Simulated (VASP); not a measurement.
Consider the following.

```
CELL_PARAMETERS angstrom
      4.60135     0.00000     0.00000
     -2.30068     3.98489     0.00000
      0.00000     0.00000     5.90006
ATOMIC_POSITIONS crystal
  Te 0.25916 0.00014 0.32859
  Te 0.99841 0.25880 0.67336
  Te 0.74243 0.74106 0.99804
```

The numbers are results of LDA (Ceperley-Alder, Perdew-Zunger), VASP's LDA PAW potentials (set 64) (plane waves; VASP), not measurements. Settings: 300 eV cut-off, 6×6×4 Γ-centred mesh, Gaussian smearing of 0.10 eV, potentials Te.

**Question.** What does the run give for the energy per atom (σ→0), pressure, largest force?

**Answer.** 
The energy per atom (σ→0) comes out as -3.743 eV/atom. The pressure comes out as -2.71 GPa and the largest force comes out as 0.310 eV/Å.

Total energies compare only between runs with the same potentials, cut-off and functional.

The structure comes from a computed database's Te entry; how it stands against other phases isn't given here. The cell was not relaxed at this level, atoms are displaced from their ideal sites.
